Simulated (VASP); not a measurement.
Write the native input for VASP 6.6.1 that does the following.

* Task: relaxation of cell and atoms
* Functional: PBE
* Potentials or basis: VASP PAW PBE potentials, release 64 (Ta_pv, As, Au, O)
* Cutoff: 520 eV
* k mesh: 6 × 6 × 3
* Occupations: gaussian, width 0.15 eV
* Spin: no spin polarisation
* Further INCAR settings: PREC = Normal; LREAL = Auto; ALGO = Fast; EDIFF = 1e-05; ISYM = 0; IBRION = 2; EDIFFG = -0.03; NSW = 110; ISIF = 3

The structure of Ta3AsAu2O13 lies in POSCAR:

```
Ta3AsAu2O13
1.0
    6.8242683300     -1.9935321600     -0.0761045900
    6.7961838400      1.8942706000     -0.0419149500
   -1.8721870900      0.1051175700     10.4431482800
Ta As Au O
3 1 2 13
Direct
    0.3082870300      0.2851391900      0.6306542900
    0.3635560000      0.3510052100      0.0121317500
    0.6083097500      0.6721342000      0.0019707400
    0.7122700400      0.6924805200      0.3674964600
    0.6196366800      0.5756439600      0.6287141000
    0.4064486400      0.4053194800      0.3606622100
    0.3442520700      0.3559280700      0.8095084400
    0.4091367500      0.4272846500      0.5558357600
    0.8083208600      0.7623323100      0.6022354000
    0.6665774900      0.6492129500      0.2028511400
    0.5892274000      0.5748542600      0.4289608600
    0.2262960700      0.2098901000      0.4140763100
    0.6138133800      0.6120071600      0.8128580100
    0.1674190700      0.1160602100      0.6449558900
    0.3813977500      0.3806276600      0.1807474500
    0.8555588000      0.8398101300      0.3643037100
    0.5399428300      0.4670143700      0.0021390300
    0.7853511000      0.8339737800      0.9957754300
    0.1986644800      0.1743860700      0.0113437000
```

The cell was built by a generator and needn't be a form met in nature.

One way to write it, as run:

INCAR

```
PREC = Normal
ENCUT = 520
EDIFF = 1E-5
ISMEAR = 0
SIGMA = 0.15
LREAL = Auto
LASPH = True
NELM = 80
ALGO = Fast
ISIF = 3
LWAVE = False
LCHARG = False
GGA = PE
IBRION = 2
NSW = 110
EDIFFG = -0.03
ISYM = 0
KPAR = 8
```

KPOINTS

```
regular mesh
0
Gamma
  6 6 3
```

Potentials or basis: VASP PAW PBE potentials, release 64 (Ta_pv, As, Au, O).

The run is started by

```sh
$ cat potpaw_PBE.64/Ta_pv/POTCAR potpaw_PBE.64/As/POTCAR potpaw_PBE.64/Au/POTCAR potpaw_PBE.64/O/POTCAR > POTCAR
$ mpirun -np 8 vasp_std > vasp.out
```

Results of the run:

The relaxed volume is 14.34 Å³/atom, the relaxed cell is a = 7.061 Å, b = 7.011 Å, c = 10.538 Å, α = 98.82°, β = 99.03°, γ = 31.95° and the space group after relaxing (to 0.05 Å) is P1 (No. 1). The energy gained by relaxing is 65.5 meV/atom and the ionic steps are 75. The pressure after relaxing is 0.0 GPa and the largest force after relaxing is 0.030 eV/Å. The band gap on the k mesh is none (metal or under the smearing width).

It took 44 min on 8 MPI ranks on AMD EPYC 9R45 96-Core Processor (Zen 5), with other jobs on the host, peak memory 0.94 GiB a rank.
